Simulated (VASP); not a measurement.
Data:

```
CELL_PARAMETERS angstrom
      0.00000     3.29000     3.29000
      3.29000     0.00000     3.29000
      3.29000     3.29000     0.00000
ATOMIC_POSITIONS crystal
  Rb 0.00000 0.00000 0.00000
  Cl 0.50000 0.50000 0.50000
```

Calculation: PBE GGA, VASP's PBE PAW potentials (set 64) (plane waves; VASP). Settings: 300 eV cut-off, 9×9×9 Γ-centred mesh, Fermi-Dirac smearing of 0.050 eV, potentials Rb_sv Cl.

What does the run give for the energy per atom (σ→0), band gap (on the k-mesh) with the smallest direct gap where there is one?

* **band gap (on the k-mesh)**: 5.00 eV
* **smallest direct gap (on the k-mesh)**: 5.00 eV
* **energy per atom (σ→0)**: -3.332 eV/atom

The structure is a typed RbCl crystal (Fm-3m). The cell was not relaxed at this level.
